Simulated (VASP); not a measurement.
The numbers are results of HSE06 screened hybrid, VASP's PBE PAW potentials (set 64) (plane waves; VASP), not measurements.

VASP input:

**INCAR**
```
# general
SYSTEM   = C32Si33
PREC     = Normal
ENCUT    = 400
LREAL    = Auto
LASPH    = .True.
ISYM     = 0
NELECT   = 259.0

# electronic loop
EDIFF    = 1E-5
NELM     = 50
NELMIN   = 4
ALGO     = Normal

# smearing
ISMEAR   = 0
SIGMA    = 0.05

# functional
GGA      = PE
LHFCALC  = .True.
AEXX     = 0.25
HFSCREEN = 0.2
PRECFOCK = Fast

# spin
ISPIN    = 2
MAGMOM   = 65*0.0154
NUPDOWN  = 1

# ions
ISIF     = 0

# output
LWAVE    = .False.
LCHARG   = .False.
LORBIT   = 10
```

POSCAR:
```
C32Si33
1
    8.7583314355     0.0000000000     0.0000000000
    0.0000000000     8.7583314355     0.0000000000
    0.0000000000     0.0000000000     8.7583314355
Si C
33 32
Direct
  0.4990497762   0.9960655552   0.9953584258
  0.7548098488   0.2502214803   0.9953498589
  0.7548391925   0.9960917531   0.2512979537
  0.9991026954   0.9996816052   0.9993061911
  0.2485163461   0.2478104191   0.9994260106
  0.5012148296   0.5019165482   0.9992706174
  0.7507980762   0.7502252400   0.9994343939
  0.2484815902   0.9987890461   0.2490418119
  0.5176029842   0.2273038887   0.2337484014
  0.7511216760   0.5018276187   0.2491321580
  0.5014158089   0.9989133465   0.5018398443
  0.7509027633   0.2478172624   0.5017073960
  0.7510238572   0.9995702906   0.7513142906
  0.9949674405   0.4996968780   0.9953946685
  0.2508220738   0.7540568113   0.9951113277
  0.9985996327   0.2479851913   0.2490669816
  0.2307928066   0.5215617759   0.2332531149
  0.5015050895   0.7506652591   0.2489433901
  0.9955710596   0.9967123804   0.4995243892
  0.2343992058   0.2309383753   0.5162831774
  0.5164809140   0.5200444957   0.5185634314
  0.7548314105   0.7536857107   0.4995712479
  0.2507525385   0.9967915850   0.7546160283
  0.5011477966   0.2480098812   0.7517758006
  0.7545201444   0.4996582111   0.7550040166
  0.9948767873   0.7539487259   0.2512919717
  0.9985992629   0.5018782184   0.5015166327
  0.2482478013   0.7504945430   0.5020459632
  0.9956734361   0.2502490876   0.7546331362
  0.2486906363   0.5017387181   0.7518819926
  0.4990833643   0.7536565628   0.7552389144
  0.9990467465   0.7503509409   0.7512531558
  0.3763224129   0.3769705453   0.3716663366
  0.6352459470   0.1151128347   0.1149610492
  0.8748632482   0.3749219654   0.1254721005
  0.8748459716   0.1254304609   0.3753682215
  0.1246030319   0.1244300102   0.1252983048
  0.3748559068   0.3750817565   0.1315755137
  0.6252950774   0.6251323118   0.1251221604
  0.8749023179   0.8750517771   0.1242066968
  0.3752837284   0.1287320746   0.3750412659
  0.6190285375   0.3748437471   0.3751829461
  0.8748732358   0.6245529529   0.3753412452
  0.6251671372   0.1245053500   0.6258694830
  0.8748221964   0.3749301020   0.6250125456
  0.8752733007   0.1237819561   0.8750879337
  0.1144701949   0.6352012562   0.1147322528
  0.3749780800   0.8747912872   0.1253669730
  0.1302456722   0.3755408867   0.3746964131
  0.3747472104   0.6202884860   0.3751606796
  0.6249745586   0.8748098541   0.3754238847
  0.1160782412   0.1166607198   0.6340903137
  0.3752238352   0.3752751077   0.6203193315
  0.6347915526   0.6344949605   0.6351662331
  0.8752170580   0.8751308096   0.6263030283
  0.3748677899   0.1254183161   0.8755003255
  0.6246595874   0.3749286902   0.8754676402
  0.8747572758   0.6262603435   0.8751900930
  0.1249699229   0.8747413120   0.3754899428
  0.1244894163   0.6249030463   0.6258826818
  0.3748871264   0.8747706033   0.6253056823
  0.1251487521   0.3748825600   0.8756289099
  0.3749512108   0.6245507231   0.8754877744
  0.6260427919   0.8748536675   0.8753128911
  0.1239660819   0.8753741197   0.8749274521
```

KPOINTS:
```
Automatic
0
G
 1 1 1
0 0 0
```

POTCAR, in this order: Si C (PBE.64 set). Program: vasp_gam. Read from the step before: WAVECAR.

Output of the run:

**OSZICAR**
```
       N       E                     dE             d eps       ncg     rms          rms(c)
DAV:   1    -0.562802423383E+03   -0.56280E+03   -0.99674E+00   668   0.789E+00    0.153E+01
DAV:   2    -0.562863388570E+03   -0.60965E-01   -0.30298E-01   717   0.129E+00    0.107E+01
DAV:   3    -0.562845907384E+03    0.17481E-01   -0.17416E-02   744   0.346E-01    0.636E+00
DAV:   4    -0.562839979003E+03    0.59284E-02   -0.70023E-03   738   0.184E-01    0.367E+00
DAV:   5    -0.562838051389E+03    0.19276E-02   -0.98655E-04   730   0.695E-02    0.212E+00
DAV:   6    -0.562837383118E+03    0.66827E-03   -0.35190E-04   754   0.466E-02    0.120E+00
DAV:   7    -0.562837181634E+03    0.20148E-03   -0.15596E-04   746   0.292E-02    0.676E-01
DAV:   8    -0.562837118457E+03    0.63177E-04   -0.20735E-05   458   0.120E-02    0.394E-01
DAV:   9    -0.562837098723E+03    0.19734E-04   -0.11672E-05   376   0.987E-03    0.223E-01
DAV:  10    -0.562837094116E+03    0.46068E-05   -0.42110E-06   354   0.567E-03
   1 F= -.56283709E+03 E0= -.56283709E+03  d E =-.975294E-13  mag=     1.0000
```

File OUTCAR:
```
------------------------ aborting loop because EDIFF is reached ----------------------------------------
  volume of cell :      671.84
      direct lattice vectors                 reciprocal lattice vectors
     8.758331436  0.000000000  0.000000000     0.114176999  0.000000000  0.000000000
     0.000000000  8.758331436  0.000000000     0.000000000  0.114176999  0.000000000
     0.000000000  0.000000000  8.758331436     0.000000000  0.000000000  0.114176999
  FREE ENERGIE OF THE ION-ELECTRON SYSTEM (eV)
  ---------------------------------------------------
  free  energy   TOTEN  =      -562.8370941164 eV

  energy  without entropy=     -562.8370941164  energy(sigma->0) =     -562.83709412

  exchange ACFDT corr.  =         0.00000000  see jH, gK, PRB 81, 115126

 total charge

# of ion       s       p       d       tot
------------------------------------------
    1        0.703   0.978   0.000   1.681
    2        0.703   0.979   0.000   1.682
    3        0.703   0.978   0.000   1.681
    4        0.703   0.974   0.000   1.677
    5        0.701   0.960   0.000   1.661
    6        0.701   0.961   0.000   1.662
    7        0.703   0.974   0.000   1.677
    8        0.701   0.962   0.000   1.663
    9        0.729   0.960   0.000   1.689
   10        0.701   0.961   0.000   1.662
   11        0.701   0.962   0.000   1.663
   12        0.701   0.960   0.000   1.661
   13        0.703   0.974   0.000   1.677
   14        0.704   0.979   0.000   1.683
   15        0.703   0.978   0.000   1.681
   16        0.701   0.961   0.000   1.663
   17        0.729   0.960   0.000   1.690
   18        0.701   0.961   0.000   1.662
   19        0.703   0.977   0.000   1.680
   20        0.725   0.959   0.000   1.684
   21        0.728   0.959   0.000   1.687
   22        0.703   0.978   0.000   1.681
   23        0.703   0.977   0.000   1.680
   24        0.701   0.962   0.000   1.663
   25        0.703   0.979   0.000   1.682
   26        0.703   0.978   0.000   1.681
   27        0.701   0.962   0.000   1.663
   28        0.701   0.961   0.000   1.662
   29        0.703   0.978   0.000   1.682
   30        0.701   0.962   0.000   1.663
   31        0.703   0.978   0.000   1.681
   32        0.703   0.974   0.000   1.677
   33        0.841   0.861   0.000   1.701
   34        0.861   1.733   0.000   2.594
   35        0.838   1.702   0.000   2.540
   36        0.834   1.713   0.000   2.547
   37        0.840   1.709   0.000   2.549
   38        0.835   1.628   0.000   2.463
   39        0.840   1.710   0.000   2.549
   40        0.841   1.731   0.000   2.572
   41        0.830   1.651   0.000   2.481
   42        0.835   1.630   0.000   2.465
   43        0.834   1.713   0.000   2.547
   44        0.840   1.709   0.000   2.548
   45        0.838   1.702   0.000   2.539
   46        0.837   1.741   0.000   2.577
   47        0.861   1.734   0.000   2.595
   48        0.838   1.701   0.000   2.539
   49        0.835   1.632   0.000   2.467
   50        0.829   1.649   0.000   2.478
   51        0.838   1.702   0.000   2.540
   52        0.860   1.731   0.000   2.591
   53        0.835   1.631   0.000   2.467
   54        0.861   1.733   0.000   2.593
   55        0.840   1.730   0.000   2.570
   56        0.834   1.713   0.000   2.547
   57        0.838   1.703   0.000   2.540
   58        0.837   1.741   0.000   2.578
   59        0.838   1.702   0.000   2.540
   60        0.840   1.709   0.000   2.549
   61        0.838   1.701   0.000   2.539
   62        0.837   1.703   0.000   2.540
   63        0.834   1.713   0.000   2.547
   64        0.840   1.732   0.000   2.572
   65        0.840   1.731   0.000   2.571
--------------------------------------------------
tot         50.290  86.328   0.000 136.618

 magnetization (x)

# of ion       s       p       d       tot
------------------------------------------
    1       -0.000   0.003   0.000   0.003
    2       -0.000   0.003   0.000   0.003
    3       -0.000   0.003   0.000   0.003
    4       -0.000   0.002   0.000   0.002
    5       -0.000   0.003   0.000   0.003
    6       -0.000   0.003   0.000   0.003
    7       -0.000   0.002   0.000   0.002
    8       -0.000   0.003   0.000   0.003
    9        0.001   0.014   0.000   0.015
   10       -0.000   0.003   0.000   0.003
   11       -0.000   0.003   0.000   0.003
   12       -0.000   0.003   0.000   0.003
   13       -0.000   0.002   0.000   0.002
   14       -0.000   0.003   0.000   0.003
   15       -0.000   0.003   0.000   0.003
   16       -0.000   0.003   0.000   0.003
   17        0.001   0.013   0.000   0.014
   18       -0.000   0.003   0.000   0.003
   19       -0.000   0.003   0.000   0.003
   20        0.001   0.012   0.000   0.013
...
```
(Selected blocks of OUTCAR.)

### OUTCAR
```
 val. band max:        9.1822425131   @ k =   0.0000   0.0000   0.0000

 cond. band min:       9.7471100098   @ k =   0.0000   0.0000   0.0000


 Fermi energy:         9.4357068441

 spin component 1

 k-point     1 :       0.0000    0.0000    0.0000
  band No.  band energies     occupation
      1      -9.9013      1.00000
      2      -8.5498      1.00000
      3      -7.8887      1.00000
      4      -7.8134      1.00000
      5      -7.7939      1.00000
      6      -7.5551      1.00000
      7      -7.5372      1.00000
      8      -6.5933      1.00000
      9      -6.4692      1.00000
     10      -6.4669      1.00000
     11      -6.4374      1.00000
     12      -6.2228      1.00000
     13      -6.2176      1.00000
     14      -6.1921      1.00000
     15      -6.1006      1.00000
     16      -6.0324      1.00000
     17      -6.0269      1.00000
     18      -5.9507      1.00000
     19      -5.9460      1.00000
     20      -5.7158      1.00000
     21      -5.5821      1.00000
     22      -5.5049      1.00000
     23      -5.5003      1.00000
     24      -4.2137      1.00000
     25      -4.1513      1.00000
     26      -4.0747      1.00000
     27      -3.9060      1.00000
     28      -3.8628      1.00000
     29      -3.8561      1.00000
     30      -3.7464      1.00000
     31      -3.7165      1.00000
     32      -3.6241      1.00000
     33      -2.3891      1.00000
     34      -1.9009      1.00000
     35      -1.8925      1.00000
     36      -1.7672      1.00000
     37      -1.2883      1.00000
     38      -1.2722      1.00000
     39      -1.2604      1.00000
     40      -0.3865      1.00000
     41      -0.3820      1.00000
     42      -0.3708      1.00000
     43      -0.0508      1.00000
     44      -0.0475      1.00000
     45      -0.0414      1.00000
     46       0.0224      1.00000
     47       0.8824      1.00000
     48       0.8854      1.00000
     49       0.9043      1.00000
...
```

The cell is charged, with a uniform compensating background. The supercell is sampled at Γ alone, which is coarse: total energies, pressure and levels can be off, energies of defects by several tenths of an eV.

The cell is a supercell with a defect, built from SiC (zinc blende): Si_i, charge +1. The cell's shape comes from a PBE relaxation.
